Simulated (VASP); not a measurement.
Here is the system:

```xyz
2
Lattice="0.0000 3.2010 3.2010 3.2010 0.0000 3.2010 3.2010 3.2010 0.0000" Properties=species:S:1:pos:R:3 pbc="T T T"
Te     3.2010     3.2010     3.2010
Pb     3.2010     3.2010     0.0000
```

Calculation: PBE GGA with D3 dispersion (Becke-Johnson damping), VASP's PBE PAW potentials (set 64) (plane waves; VASP 6.6.1). Run with 520 eV cut-off, 7×7×7 Γ-centred mesh, Gaussian smearing of 0.050 eV, potentials Te Pb_d.

Give the stress tensor in GPa (positive for a compressed cell).

```
1.40  0.00  0.00
0.00  1.40  0.00
0.00  0.00  1.40
```
The pressure is its mean diagonal, 1.40 GPa.

The compound is PbTe in the rock salt structure. This cell is one point of a volume scan, at 0.97 of the reference volume.
